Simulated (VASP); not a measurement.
Cost and result of VASP (PAW) for the bulk modulus of Be (hcp). Static lattice, third-order Birch-Murnaghan fit over five volumes. The cost counts the five points of the equation of state, each on the mesh and cut-off of its row, so the ratios hold those differences too. With PBE it took about 3 core-minutes. Costs are core time on shared hosts, one run each; read them as rough ratios.

```csv
level,k-mesh,cut-off (eV),bulk modulus (GPa),cost over PBE
PBEsol,18×18×10,520,?,within a factor of 2
LDA,19×19×10,520,131,within a factor of 2
PBE,18×18×10,520,123,reference
r2SCAN,18×18×10,520,125,about 5 times
SCAN,18×18×10,520,125,?
```

Question: Some entries are withheld; supply them.

Answer: 
- PBEsol, bulk modulus (GPa): 124
- SCAN, cost over PBE: about 9 times

Left out are levels that failed, ran on another kind of processor or have no fit band path; at most nine are shown.

The compound is Be in the hcp structure.
